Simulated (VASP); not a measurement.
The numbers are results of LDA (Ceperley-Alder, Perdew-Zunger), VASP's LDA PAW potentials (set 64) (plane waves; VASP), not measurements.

The input files of a VASP run:

### KPOINTS
```
Automatic mesh
0
Gamma
9 9 9
0 0 0
```

POSCAR:
```
K
1
   -2.5208471748     2.5208471748     2.5208471748
    2.5208471748    -2.5208471748     2.5208471748
    2.5208471748     2.5208471748    -2.5208471748
K
1
Direct
  0.0000000000   0.0000000000   0.0000000000
```

### INCAR
```
# general
SYSTEM=K
PREC  =Accurate
ENCUT =520
LREAL =F
LASPH =T

# electronic loop
EDIFF =1E-6
NELM  =100
ALGO  =Normal

# smearing
ISMEAR=1
SIGMA =0.1

# ions
IBRION=2
NSW   =60
ISIF  =3
EDIFFG=-0.01

# output
LWAVE =F
LCHARG=F
```

POTCAR, in this order: K_sv (LDA.64 set). Program: vasp_std.

Question: Predict the energy per atom (σ→0), band gap (on the k-mesh).

Answer: 
The energy per atom (σ→0) is -1.168 eV/atom and the band gap (on the k-mesh) is none (metal, semimetal or under 0.01 eV).

File OSZICAR:
```
...
DAV:   4    -0.116980199941E+01   -0.33901E-01   -0.33901E-01   872   0.401E+00
DAV:   5    -0.117001531610E+01   -0.21332E-03   -0.21332E-03   952   0.240E-01    0.250E+00
DAV:   6    -0.116856347513E+01    0.14518E-02   -0.21100E-03   920   0.379E-01    0.157E+00
DAV:   7    -0.116810756966E+01    0.45591E-03   -0.37099E-03   824   0.439E-01    0.672E-02
DAV:   8    -0.116810761201E+01   -0.42347E-07   -0.30379E-04   896   0.219E-01    0.225E-02
DAV:   9    -0.116811468211E+01   -0.70701E-05   -0.10936E-05   872   0.327E-02    0.123E-02
DAV:  10    -0.116811426325E+01    0.41886E-06   -0.39991E-06   888   0.199E-02
   1 F= -.11681143E+01 E0= -.11678718E+01  d E =-.116811E+01
```

The compound is K in the bcc structure. It was relaxed first, which changed the volume by -13 %. The start is the result of an earlier pass.
